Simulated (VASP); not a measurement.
Level of theory: PBEsol GGA, VASP's PBE PAW potentials (set 64) (plane waves; VASP 6.6.1).

The input files of a VASP run:

### KPOINTS
```
kpoints
0
gamma
4 4 7
```

INCAR:
```
ALGO  =  Normal
EDIFF  =  1E-7
ENCUT  =  400
GGA  =  PS
ISIF  =  2
ISMEAR  =  -5
LASPH  =  .True.
LCHARG  =  .True.
LEFG  =  .True.
LMAXMIX  =  4
LORBIT  =  11
LREAL  =  .False.
LWAVE  =  .False.
NEDOS  =  601
NELM  =  100
PREC  =  Accurate
SYSTEM  =  Mg3ZnTe4
```

POSCAR:
```
Mg3ZnTe4
1
   -0.0101093830     6.3408085352     6.3607964308
    6.3408085352    -0.0101093830     6.3607964308
    3.1653495761     3.1653495761     0.0000000000
Zn Te Mg
1 4 3
Direct
  0.0001156771   0.0001156771   0.9997686457
  0.1166851648   0.1166851648   0.2666296704
  0.1209523491   0.6379939887   0.2410536621
  0.6379939887   0.1209523491   0.2410536621
  0.6249662468   0.6249662468   0.2500675063
  0.0006956410   0.4992564310   0.0000479280
  0.4992564310   0.0006956410   0.0000479280
  0.4993345014   0.4993345014   0.0013309971
```

POTCAR, in this order: Zn Te Mg (PBE.64 set). Program: vasp_std.

What VASP printed:

OSZICAR:
```
       N       E                     dE             d eps       ncg     rms          rms(c)
DAV:   1     0.181299648141E+03    0.18130E+03   -0.13824E+04  1924   0.110E+03
DAV:   2    -0.119701335649E+02   -0.19327E+03   -0.18962E+03  2374   0.218E+02
DAV:   3    -0.269810296763E+02   -0.15011E+02   -0.14982E+02  2192   0.658E+01
DAV:   4    -0.273290410470E+02   -0.34801E+00   -0.34786E+00  2676   0.107E+01
DAV:   5    -0.273370341303E+02   -0.79931E-02   -0.79927E-02  2536   0.147E+00    0.642E+00
DAV:   6    -0.265681225867E+02    0.76891E+00   -0.18472E+00  2380   0.230E+01    0.469E+00
DAV:   7    -0.264654873845E+02    0.10264E+00   -0.92998E-01  2144   0.518E+00    0.214E+00
DAV:   8    -0.264685623138E+02   -0.30749E-02   -0.25047E-02  2516   0.881E-01    0.998E-01
DAV:   9    -0.264682864239E+02    0.27589E-03   -0.78942E-03  2098   0.561E-01    0.196E-01
DAV:  10    -0.264683945029E+02   -0.10808E-03   -0.71876E-04  2408   0.341E-01    0.101E-01
DAV:  11    -0.264685344076E+02   -0.13990E-03   -0.23614E-04  2114   0.130E-01    0.283E-02
DAV:  12    -0.264685415915E+02   -0.71839E-05   -0.17156E-05  2532   0.289E-02    0.241E-02
DAV:  13    -0.264685445489E+02   -0.29574E-05   -0.92549E-06  2408   0.155E-02    0.418E-03
DAV:  14    -0.264685451705E+02   -0.62162E-06   -0.14844E-06  2424   0.742E-03    0.308E-03
DAV:  15    -0.264685451834E+02   -0.12834E-07   -0.19906E-07  1756   0.248E-03
   1 F= -.26468545E+02 E0= -.26468545E+02  d E =0.000000E+00
```

### OUTCAR
```
------------------------ aborting loop because EDIFF is reached ----------------------------------------
  FORCE on cell =-STRESS in cart. coord.  units (eV):
  Direction    XX          YY          ZZ          XY          YZ          ZX
  --------------------------------------------------------------------------------------
  Total       -0.0167391     -0.0167391      0.0215021     -0.0164466     -0.0000000      0.0000000
  in kB       -0.1048679     -0.1048679      0.1347077     -0.1030355     -0.0000000      0.0000000
  external PRESSURE =      -0.0250094 kB  Pullay stress =       0.0000000 kB
  volume of cell :      255.74
      direct lattice vectors                 reciprocal lattice vectors
    -0.010109383  6.340808535  6.360796431    -0.078728777  0.078728777  0.078606509
     6.340808535 -0.010109383  6.360796431     0.078728777 -0.078728777  0.078606509
     3.165349576  3.165349576  0.000000000     0.157960436  0.157960436 -0.157213017
 POSITION                                       TOTAL-FORCE (eV/Angst)
 -----------------------------------------------------------------------------------
      3.16535      3.16535      0.00147        -0.000000     -0.000000      0.007140
      1.58267      1.58267      1.48442        -0.000000     -0.000000      0.002476
      4.80719      1.52351      4.82750         0.004119     -0.004119     -0.001786
      1.52351      4.80719      4.82750        -0.004119      0.004119     -0.001786
      4.74802      4.74802      7.95057        -0.000000     -0.000000      0.015396
      3.16583     -0.00048      3.18009        -0.003450      0.003450     -0.006286
     -0.00048      3.16583      3.18009         0.003450     -0.003450     -0.006286
      3.16535      3.16535      6.35233         0.000000      0.000000     -0.008867
 -----------------------------------------------------------------------------------
    total drift:                                0.000000      0.000000     -0.000231
  FREE ENERGIE OF THE ION-ELECTRON SYSTEM (eV)
  ---------------------------------------------------
  free  energy   TOTEN  =       -26.4685451834 eV

  energy  without entropy=      -26.4685451834  energy(sigma->0) =      -26.46854518

 total charge

# of ion       s       p       d       tot
------------------------------------------
    1        0.543   0.399   9.761  10.703
    2        1.343   2.090   0.017   3.450
    3        1.341   2.130   0.014   3.485
    4        1.341   2.130   0.014   3.485
    5        1.339   2.168   0.011   3.518
    6        0.176   0.132   0.024   0.332
    7        0.176   0.132   0.024   0.332
    8        0.177   0.136   0.025   0.338
--------------------------------------------------
tot          6.435   9.317   9.892  25.644

 Electric field gradients after diagonalization (V/A^2)
 (convention: |V_zz| > |V_xx| > |V_yy|)
----------------------------------------------------------------------
 ion       V_xx      V_yy      V_zz     asymmetry (V_yy - V_xx)/ V_zz
----------------------------------------------------------------------
   1       3.823     0.588    -4.411       0.734
   2     129.702     2.905  -132.607       0.956
   3     -64.724   -64.705   129.430       0.000
   4     -64.724   -64.705   129.430       0.000
   5       3.914     2.287    -6.201       0.262
   6       0.784     0.740    -1.523       0.029
   7       0.784     0.740    -1.523       0.029
   8      -0.952    -0.315     1.268       0.503
```
(Selected blocks of OUTCAR.)

File OUTCAR:
```
 val. band max:        2.1885681280   @ k =   0.0000   0.0000   0.0000

 cond. band min:       3.7998008596   @ k =   0.0000   0.0000   0.0000


 Fermi energy:         2.2141874675

 k-point     1 :       0.0000    0.0000    0.0000
  band No.  band energies     occupation
      1      -8.4924      2.00000
      2      -7.8122      2.00000
      3      -7.7800      2.00000
      4      -7.5300      2.00000
      5      -4.1306      2.00000
      6      -4.0418      2.00000
      7      -4.0387      2.00000
      8      -4.0013      2.00000
      9      -3.9944      2.00000
     10      -1.9926      2.00000
     11      -1.4074      2.00000
     12      -1.2012      2.00000
     13       0.7233      2.00000
     14       0.7263      2.00000
     15       1.6109      2.00000
     16       1.6150      2.00000
     17       1.6500      2.00000
     18       1.6911      2.00000
     19       2.1688      2.00000
     20       2.1720      2.00000
     21       2.1886      2.00000
     22       3.7998      0.00000
     23       4.7421      0.00000
     24       4.9314      0.00000
     25       5.3005      0.00000
     26       5.5307      0.00000

 k-point     2 :       0.2500    0.0000    0.0000
  band No.  band energies     occupation
      1      -8.4162      2.00000
      2      -7.9069      2.00000
      3      -7.7666      2.00000
      4      -7.5632      2.00000
      5      -4.1307      2.00000
      6      -4.0578      2.00000
      7      -4.0390      2.00000
      8      -4.0066      2.00000
      9      -3.9944      2.00000
     10      -1.7930      2.00000
     11      -1.1511      2.00000
     12      -1.0010      2.00000
     13       0.4484      2.00000
     14       0.8261      2.00000
     15       1.1032      2.00000
     16       1.2760      2.00000
     17       1.4814      2.00000
     18       1.6938      2.00000
     19       1.7313      2.00000
     20       2.0855      2.00000
     21       2.1044      2.00000
     22       4.3361      0.00000
...
```

Unless said otherwise, spin-orbit coupling is left out, though it shifts the bands of the heavy elements here.

The structure was generated: Mg3ZnTe4 was put into an ordered model structure (Amm2), which need not be its known phase. It was relaxed first.
